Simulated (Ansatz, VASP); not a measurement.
# Ge19H15 (Ge wire along [111], 38 atoms a period, H-terminated): VASP beside Ansatz, part 2 of 2

Aim: how closely do two programs agree when they are given the same cell, functional and k mesh? The structure shown is the start of the Ansatz relaxation below; VASP solves that cell, so the two are compared at the walk's first step.

VASP 6.6.1 and Ansatz 0.2.0.

So far: The starting structure; Ansatz: relaxation, PBE.

### 3. VASP: single point, PBE, start cell

Level of this step: PBE; plane waves and PAW (Ge_d, H) (VASP).

The same cell, functional, mesh and smearing now go to VASP, with its own data sets.

Lines of VASP's logs that name or quote its potential files are left out, and so is its time.

File INCAR:

```
SYSTEM = Ge19H15
PREC = Accurate
ENCUT = 410
EDIFF = 1E-06
NELM = 120
ISMEAR = -1
SIGMA = 0.05
LREAL = Auto
ALGO = Normal
GGA = PE
NBANDS = 328
LORBIT = 11
LWAVE = .FALSE.
LCHARG = .FALSE.
ISIF = 2
LASPH = .TRUE.
GGA_COMPAT = .FALSE.
EFERMI = MIDGAP
KPAR = 4
```

File POSCAR:

```
Ge19H15
1.0
   17.4930000000      0.0000000000      0.0000000000
    0.0000000000     19.1480000000      0.0000000000
    0.0000000000      0.0000000000      9.9766130000
Ge H
38 30
Direct
    0.2671677242      0.4999896595      0.0000000000
    0.3835838335      0.6842003342      0.0000000000
    0.5000000000      0.4999896595      0.0000000000
    0.6164161665      0.6842003342      0.0000000000
    0.2671677242      0.4999896595      0.2499999749
    0.3835838335      0.3157790370      0.2499999749
    0.3835838335      0.6842003342      0.2499999749
    0.5000000000      0.4999896595      0.2499999749
    0.6164161665      0.3157790370      0.2499999749
    0.6164161665      0.6842003342      0.2499999749
    0.7328322758      0.4999896595      0.2499999749
    0.2671677242      0.6227967934      0.3333333667
    0.3835838335      0.4385861187      0.3333333667
    0.5000000000      0.6227967934      0.3333333667
    0.5000000000      0.2543754961      0.3333333667
    0.6164161665      0.4385861187      0.3333333667
    0.7328322758      0.6227967934      0.3333333667
    0.2671677242      0.6227967934      0.5833333417
    0.3835838335      0.4385861187      0.5833333417
    0.5000000000      0.6227967934      0.5833333417
    0.5000000000      0.2543754961      0.5833333417
    0.6164161665      0.4385861187      0.5833333417
    0.7328322758      0.6227967934      0.5833333417
    0.2671677242      0.3771825778      0.6666666333
    0.3835838335      0.5613932003      0.6666666333
    0.5000000000      0.3771825778      0.6666666333
    0.5000000000      0.7456038751      0.6666666333
    0.6164161665      0.5613932003      0.6666666333
    0.7328322758      0.3771825778      0.6666666333
    0.2671677242      0.3771825778      0.9166666082
    0.3835838335      0.5613932003      0.9166666082
    0.5000000000      0.3771825778      0.9166666082
    0.5000000000      0.7456038751      0.9166666082
    0.6164161665      0.5613932003      0.9166666082
    0.7328322758      0.3771825778      0.9166666082
    0.3835838335      0.3157790370      0.0000000000
    0.6164161665      0.3157790370      0.0000000000
    0.7328322758      0.4999896595      0.0000000000
    0.1943537415      0.6612024232      0.2812114693
    0.5000000000      0.1775642365      0.2812114693
    0.8056462585      0.6612024232      0.2812114693
    0.1943537415      0.4615840297      0.3021218724
    0.3107699080      0.2773734071      0.3021218724
    0.3835838335      0.7610115939      0.3021218724
    0.6164161665      0.7610115939      0.3021218724
    0.6892300920      0.2773734071      0.3021218724
    0.8056462585      0.4615840297      0.3021218724
    0.1943537415      0.4155882076      0.6145447358
    0.2671677242      0.3003713182      0.6145447358
    0.4271860173      0.7840095049      0.6145447358
    0.5728139827      0.7840095049      0.6145447358
    0.7328322758      0.3003713182      0.6145447358
    0.8056462585      0.4155882076      0.6145447358
    0.1943537415      0.5843911636      0.6354552392
    0.2671677242      0.6996080531      0.6354552392
    0.4271860173      0.2159698663      0.6354552392
    0.5728139827      0.2159698663      0.6354552392
    0.7328322758      0.6996080531      0.6354552392
    0.8056462585      0.5843911636      0.6354552392
    0.1943537415      0.5383952893      0.9478781025
    0.3107699080      0.7226059641      0.9478781025
    0.3835838335      0.2389677773      0.9478781025
    0.6164161665      0.2389677773      0.9478781025
    0.6892300920      0.7226059641      0.9478781025
    0.8056462585      0.5383952893      0.9478781025
    0.1943537415      0.3387769480      0.9687885057
    0.5000000000      0.8224151347      0.9687885057
    0.8056462585      0.3387769480      0.9687885057
```

File KPOINTS:

```
Automatic mesh
0
Gamma
1 1 9
0 0 0
```

The projector-augmented-wave data sets are Ge_d and H (PBE family, release 64).

Command:

```bash
$ mpirun -np 8 vasp_std
```

Numbers of over 12 decimals in the logs are rounded to 6 here.

Output:

```text
[banner, memory and clock lines left out]
running    8 mpi-ranks, on    1 nodes
[...]
|                                                                             |
|           W    W    AA    RRRRR   N    N  II  N    N   GGGG   !!!           |
|           W    W   A  A   R    R  NN   N  II  NN   N  G    G  !!!           |
|           W    W  A    A  R    R  N N  N  II  N N  N  G       !!!           |
|           W WW W  AAAAAA  RRRRR   N  N N  II  N  N N  G  GGG   !            |
|           WW  WW  A    A  R   R   N   NN  II  N   NN  G    G                |
|           W    W  A    A  R    R  N    N  II  N    N   GGGG   !!!           |
|                                                                             |
|     For optimal performance we recommend to set                             |
|       NCORE = 2 up to number-of-cores-per-socket                            |
|     NCORE specifies how many cores store one orbital (NPAR=cpu/NCORE).      |
|     This setting can greatly improve the performance of VASP for DFT.       |
|     The default, NCORE=1 might be grossly inefficient on modern             |
|     multi-core architectures or massively parallel machines. Do your        |
|     Unfortunately you need to use the default for GW and RPA                |
|     calculations (for HF NCORE is supported but not extensively tested      |
|     yet).                                                                   |
|                                                                             |

 LDA part: xc-table for (Slater+PW92), standard interpolation
 POSCAR, INCAR and KPOINTS ok, starting setup
[...]
entering main loop
       N       E                     dE             d eps       ncg     rms          rms(c)
DAV:   1     0.619115535949E+04    0.61912E+04   -0.23999E+05  3488   0.230E+03
DAV:   2     0.881255900640E+03   -0.53099E+04   -0.51785E+04  4336   0.547E+02
DAV:   3    -0.176235576896E+03   -0.10575E+04   -0.10290E+04  4592   0.220E+02
DAV:   4    -0.270796526669E+03   -0.94561E+02   -0.93793E+02  3704   0.714E+01
[...]
DAV:  24    -0.266230111841E+03   -0.65723E-05   -0.55513E-07  2248   0.577E-03    0.392E-04
DAV:  25    -0.266230114012E+03   -0.21712E-05   -0.52635E-07  2048   0.340E-03    0.283E-04
DAV:  26    -0.266230114239E+03   -0.22718E-06   -0.20040E-07  2296   0.286E-03
   1 F= -.26623011E+03 E0= -.26623011E+03  d E =-.643829E-08
```

Parts of OUTCAR (step 3):

```text
 POSITION                                       TOTAL-FORCE (eV/Angst)
 -----------------------------------------------------------------------------------
      4.67356      9.57380      0.00000         0.122745     -0.230600      0.115191
      6.71003     13.10107      0.00000         0.260630      0.009717      0.115202
      8.74650      9.57380      0.00000        -0.000000     -0.000333     -0.009033
     10.78297     13.10107      0.00000        -0.260630      0.009717      0.115202
      4.67356      9.57380      2.49415         0.122745      0.230600     -0.115191
      6.71003      6.04654      2.49415         0.260630     -0.009717     -0.115202
      6.71003     13.10107      2.49415        -0.138162     -0.221018     -0.115154
      8.74650      9.57380      2.49415        -0.000000      0.000333      0.009033
     10.78297      6.04654      2.49415        -0.260630     -0.009717     -0.115202
     10.78297     13.10107      2.49415         0.138162     -0.221018     -0.115154
     12.81944      9.57380      2.49415        -0.122745      0.230600     -0.115191
      4.67356     11.92531      3.32554         0.150032     -0.085186      0.179841
      6.71003      8.39805      3.32554        -0.097428     -0.056236     -0.044040
      8.74650     11.92531      3.32554        -0.000000      0.112560     -0.042158
[...]
-----------------------------------------------------------------------------------
    total drift:                                0.000000      0.005333     -0.000026

  FREE ENERGIE OF THE ION-ELECTRON SYSTEM (eV)
  ---------------------------------------------------
  free  energy   TOTEN  =      -266.2301142391 eV

  energy  without entropy=     -266.2301142326  energy(sigma->0) =     -266.23011424

[... 2 further parts left out ...]
```

### 4. Differences

Known differences besides the potentials themselves: the cutoff is 420 eV in Ansatz and 410 eV in VASP (PREC = Accurate, projectors in real space). Total energies have different zeros and are not compared.

Forces on 10 of the 68 atoms, those with the largest forces and the largest differences (eV/Å; atoms numbered as in POSCAR):

```tsv
atom	Ansatz x, y, z	VASP x, y, z
Ge4	-0.274, 0.001, 0.120	-0.261, 0.010, 0.115
Ge6	0.274, -0.001, -0.120	0.261, -0.010, -0.115
Ge7	-0.138, -0.237, -0.120	-0.138, -0.221, -0.115
Ge9	-0.274, -0.001, -0.120	-0.261, -0.010, -0.115
Ge10	0.138, -0.237, -0.120	0.138, -0.221, -0.115
Ge36	-0.138, 0.237, 0.120	-0.138, 0.221, 0.115
Ge37	0.138, 0.237, 0.120	0.138, 0.221, 0.115
H53	-0.131, -0.135, 0.014	-0.148, -0.145, 0.020
H54	0.131, 0.135, -0.014	0.148, 0.145, -0.020
H59	-0.131, 0.135, -0.014	-0.148, 0.145, -0.020
```

The forces differ by 9.4 meV/Å r.m.s., which is 8.7 % of the r.m.s. force of 0.108 eV/Å (both taken over all components).

### 5. What came out

```
r.m.s. force difference (single point, PBE, start cell) : 9.4 meV/Å
```

The r.m.s. force difference is 9.4 meV/Å (single point, PBE, start cell), within the 12 meV/Å picked in this series as the mark of a large difference. VASP runs on this material, other cells of it included, that failed, so that no pair exists: single point, PBE (timeout). Such differences can come from data sets, numerical settings and the points named under the comparisons, not from the functional's error against experiment.

[Lines on the potential files, build, host, timing and source positions are cut from VASP's logs without a mark.]

[Logs are printed without paths, hosts, clocks, repeated set-up lines and the standing remarks that a program may print on its own settings, such as how far it seeks lower states.]

[Hosts, paths, dates, database ids (printed as entryN), source tags and the programs' standing remarks are cut or masked in the printed files.]
